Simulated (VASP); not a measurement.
Here is the system:

```xyz
6
Lattice="2.6727 0.0000 0.0000 0.0000 2.6727 0.0000 0.0000 0.0000 26.2597" Properties=species:S:1:pos:R:3 pbc="T T T"
Rh     0.0000     1.3364     8.4051
Rh     1.3364     0.0000    10.2950
Rh     0.0000     1.3364    12.1849
Rh     1.3364     0.0000    14.0748
Rh     0.0000     1.3364    15.9647
Rh     1.3364     0.0000    17.8546
```

Calculation: PBEsol GGA, VASP's PBE PAW potentials (set 64) (plane waves; VASP). Run with PREC = Normal, EDIFF = 1E-5, 400 eV cut-off, 10×10×1 Γ-centred mesh, first-order Methfessel-Paxton smearing of 0.10 eV, potentials Rh_pv.

Q: The ions are relaxed. Predict the relaxed structure.

A: 
```xyz
6
Lattice="2.6727 0.0000 0.0000 0.0000 2.6727 0.0000 0.0000 0.0000 26.2597" Properties=species:S:1:pos:R:3 pbc="T T T"
Rh     0.0000     1.3364     8.4795
Rh     1.3364     0.0000    10.2837
Rh     0.0000     1.3364    12.1772
Rh     1.3364     0.0000    14.0824
Rh     0.0000     1.3364    15.9760
Rh     1.3364     0.0000    17.7802
```

Q: How much energy does the relaxation gain?

A: The energy (σ→0) changes by -11.2 meV/atom, in 11 ionic steps.

```tsv
step	E(σ→0) (eV)	max force (eV/Å)	pressure (GPa)	volume (Å³)
1	-46.3095	0.715	-3.69	187.58
2	-46.3688	0.215	-3.00	187.58
3	-46.3708	0.116	-2.79	187.58
4	-46.3708	0.133	-2.79	187.58
5	-46.3729	0.090	-2.63	187.58
6	-46.3735	0.142	-2.49	187.58
7	-46.3750	0.114	-2.39	187.58
8	-46.3768	0.039	-2.07	187.58
9	-46.3768	0.036	-2.05	187.58
10	-46.3768	0.037	-2.06	187.58
11	-46.3769	0.016	-2.05	187.58
```

The cell is a thin slab with vacuum, built from Rh (fcc): (100) face.
